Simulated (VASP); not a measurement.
Calculation: PBEsol GGA, VASP's PBE PAW potentials (set 64) (plane waves; VASP 6.6.1).

The input files of a VASP run:

**INCAR**
```
SYSTEM = HgMg3Te4
PREC = Accurate; ENCUT = 400; LREAL = .FALSE.
LASPH = .TRUE.
EDIFF = 1E-6; NELM = 100; ALGO = Normal
LMAXMIX = 6
ISMEAR = 0; SIGMA = 0.05
GGA = PS
IBRION = 2; NSW = 60; ISIF = 3
EDIFFG = -0.02
LWAVE = .FALSE.; LCHARG = .FALSE.
```

**POSCAR**
```
HgMg3Te4
1
    6.4596915854    -0.0000000000     0.0000000000
   -0.0000000000     6.4596915854    -0.0000000000
    0.0000000000    -0.0000000000     6.4596915854
Mg Te Hg
3 4 1
Direct
  0.0000000000   0.0000000000   0.0000000000
  0.5000000000   0.5000000000   0.0000000000
  0.5000000000   0.0000000000   0.5000000000
  0.2529245412   0.2470754588   0.2470754588
  0.7470754588   0.7529245412   0.2470754588
  0.7470754588   0.2470754588   0.7529245412
  0.2529245412   0.7529245412   0.7529245412
  0.0000000000   0.5000000000   0.5000000000
```

KPOINTS:
```
Automatic mesh
0
Gamma
3 3 3
0 0 0
```

POTCAR, in this order: Mg Te Hg (PBE.64 set). Program: vasp_std.

The resulting files:

OSZICAR:
```
       N       E                     dE             d eps       ncg     rms          rms(c)
DAV:   1     0.191896073330E+03    0.19190E+03   -0.13596E+04   208   0.104E+03
DAV:   2    -0.119968148615E+02   -0.20389E+03   -0.19862E+03   264   0.200E+02
DAV:   3    -0.256497122545E+02   -0.13653E+02   -0.13623E+02   250   0.576E+01
DAV:   4    -0.259045405622E+02   -0.25483E+00   -0.25473E+00   288   0.798E+00
DAV:   5    -0.259070623666E+02   -0.25218E-02   -0.25215E-02   270   0.902E-01    0.796E+00
DAV:   6    -0.250479899256E+02    0.85907E+00   -0.18023E+00   236   0.115E+01    0.636E+00
DAV:   7    -0.249635938494E+02    0.84396E-01   -0.90731E-01   228   0.424E+00    0.313E+00
DAV:   8    -0.249620609075E+02    0.15329E-02   -0.57871E-02   244   0.211E+00    0.105E+00
DAV:   9    -0.249632177780E+02   -0.11569E-02   -0.69825E-03   250   0.827E-01    0.352E-01
DAV:  10    -0.249631491542E+02    0.68624E-04   -0.18875E-03   236   0.308E-01    0.877E-02
DAV:  11    -0.249632987254E+02   -0.14957E-03   -0.10182E-03   230   0.214E-01    0.562E-02
DAV:  12    -0.249632562671E+02    0.42458E-04   -0.20977E-04   246   0.126E-01    0.327E-02
DAV:  13    -0.249632604352E+02   -0.41681E-05   -0.33993E-05   226   0.271E-02    0.102E-02
DAV:  14    -0.249632614731E+02   -0.10380E-05   -0.26707E-06   212   0.999E-03    0.216E-03
DAV:  15    -0.249632617955E+02   -0.32233E-06   -0.25105E-07   122   0.286E-03
   1 F= -.24963262E+02 E0= -.24963262E+02  d E =-.249633E+02
```

File OUTCAR:
```
------------------------ aborting loop because EDIFF is reached ----------------------------------------
  FORCE on cell =-STRESS in cart. coord.  units (eV):
  Direction    XX          YY          ZZ          XY          YZ          ZX
  --------------------------------------------------------------------------------------
  Total       -0.0328993     -0.0328993     -0.0328993     -0.0000000      0.0000000      0.0000000
  in kB       -0.1955516     -0.1955516     -0.1955516     -0.0000000      0.0000000      0.0000000
  external PRESSURE =      -0.1955516 kB  Pullay stress =       0.0000000 kB
  volume of cell :      269.55
      direct lattice vectors                 reciprocal lattice vectors
     6.459691585  0.000000000  0.000000000     0.154806152  0.000000000  0.000000000
     0.000000000  6.459691585  0.000000000     0.000000000  0.154806152  0.000000000
     0.000000000  0.000000000  6.459691585     0.000000000  0.000000000  0.154806152
 POSITION                                       TOTAL-FORCE (eV/Angst)
 -----------------------------------------------------------------------------------
      0.00000      0.00000      0.00000         0.000000      0.000000     -0.000000
      3.22985      3.22985      0.00000         0.000000     -0.000000     -0.000000
      3.22985      0.00000      3.22985         0.000000      0.000000     -0.000000
      1.63381      1.59603      1.59603         0.000032     -0.000032     -0.000032
      4.82588      4.86366      1.59603        -0.000032      0.000032     -0.000032
      4.82588      1.59603      4.86366        -0.000032     -0.000032      0.000032
      1.63381      4.86366      4.86366         0.000032      0.000032      0.000032
      0.00000      3.22985      3.22985         0.000000     -0.000000     -0.000000
 -----------------------------------------------------------------------------------
    total drift:                               -0.000000     -0.000000      0.000000
  FREE ENERGIE OF THE ION-ELECTRON SYSTEM (eV)
  ---------------------------------------------------
  free  energy   TOTEN  =       -24.9632617955 eV

  energy  without entropy=      -24.9632617955  energy(sigma->0) =      -24.96326180

 reached required accuracy - stopping structural energy minimisation
```
(Selected blocks of OUTCAR.)

The structure was generated: HgMg3Te4 was put into an ordered model structure (P-43m), which need not be its known phase. It was relaxed first. The start is the result of an earlier pass.
